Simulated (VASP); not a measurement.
Crystal: NaF (Villiaumite).

```xyz
2
Lattice="0.0000 2.3141 2.3141 2.3141 0.0000 2.3141 2.3141 2.3141 0.0000" Properties=species:S:1:pos:R:3 pbc="T T T"
Na    0.0000    0.0000    0.0000
F     2.3141    2.3141    2.3141
```

Program: VASP 6.6.1. Alike in all runs: no spin polarisation; cell as given; cutoff (eV) 520; smearing gaussian 0.03 eV. Hardware: 1 thread of Intel(R) Xeon(R) 6975P-C (Granite Rapids), on a shared host.

Task: Order these runs on this cell by their wall time, lowest first.
A. task dielectric tensor; level PBE; potentials or basis VASP PAW PBE potentials, release 64 (Na_pv, F); k mesh 16 × 16 × 16; monkhorst-Pack mesh yes
B. task band structure; level r2SCAN; potentials or basis VASP PAW PBE potentials, release 64 (Na_pv, F); k mesh 10 × 10 × 10
C. task band structure; level LDA; potentials or basis VASP PAW LDA potentials, release 64 (Na_pv, F); k mesh 10 × 10 × 10

Result: C (15 s), B (57 s), A (380 s).
